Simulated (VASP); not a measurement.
An input for Quantum ESPRESSO's pw.x (written as the equivalent of a VASP run, and not itself run):

```
&CONTROL
  calculation = 'scf'
  pseudo_dir = './pseudo'
  outdir = './out'
  tprnfor = .true.
  tstress = .true.
/
&SYSTEM
  ibrav = 0
  nat = 4
  ntyp = 3
  ecutwfc = 98
  occupations = 'smearing'
  smearing = 'methfessel-paxton'
  degauss = 0.00735
  input_dft = 'pbe'
  nspin = 2
  starting_magnetization(1) = 0.3
  starting_magnetization(2) = -0.07
  starting_magnetization(3) = 0.07
/
&ELECTRONS
  conv_thr = 7.3e-08
  electron_maxstep = 100
/
ATOMIC_SPECIES
  Fe 55.845 Fe.upf
  Ni1 58.693 Ni.upf
  Ni2 58.693 Ni.upf
CELL_PARAMETERS angstrom
     3.5514900    0.0000000    0.0000000
     0.0000000    3.5122190    0.0000000
     0.0000000    0.0000000    3.6151720
ATOMIC_POSITIONS crystal
  Fe   0.0000000  0.0000000  0.0000000
  Ni1  0.0000000  0.5000000  0.5000000
  Ni2  0.5000000  0.0000000  0.5000000
  Ni1  0.5164130  0.5000000  0.0000000
K_POINTS automatic
  8 8 8 0 0 0
```

Task: Translate this input to VASP (INCAR, KPOINTS, POSCAR, choice of POTCAR).

Result: Several could match; the one computed here: 
**INCAR**
```
SYSTEM=Ni3Fe
PREC=Accurate; ENCUT=400; LREAL=.FALSE.
LASPH=.TRUE.
EDIFF=1E-6; NELM=100; ALGO=Normal
LMAXMIX=4
ISMEAR=1; SIGMA=0.1
GGA=PE
MAGMOM=3.0 -0.7 0.7 -0.7
ISPIN=2
ISIF=2
LWAVE=.FALSE.; LCHARG=.FALSE.; LORBIT=10
```

### POSCAR
```
Ni3Fe
3.6151720
  0.9823847939   0.0000000000   0.0000000000
  0.0000000000   0.9715219635   0.0000000000
  0.0000000000   0.0000000000   1.0000000000
Fe Ni
1 3
Cart
  0.0000000000   0.0000000000   0.0000000000
  0.0000000000   0.4857609818   0.5000000000
  0.4911923969   0.0000000000   0.5000000000
  0.5073162786   0.4857609818   0.0000000000
```

KPOINTS:
```
Automatic
0
G
8 8 8
```

POTCAR, in this order: Fe Ni (PBE.64 set). Program: vasp_std.

What does not carry over: the potentials are each code's own (VASP's PAW set, PseudoDojo norm-conserving files in pw.x), so ENCUT and ecutwfc are chosen apart and not converted; conv_thr bounds pw.x's estimated SCF error, while EDIFF bounds the energy change between steps; starting_magnetization is a fraction of the valence charge and MAGMOM a moment in μB, so they match only roughly.

The compound is Ni3Fe in the L1_2 structure. The cell was not relaxed at this level, atoms are displaced from their ideal sites. The run is one of a series of settings (MAGMOM = 3.0 -0.7 0.7 -0.7 against the base run), some of them coarse on purpose.
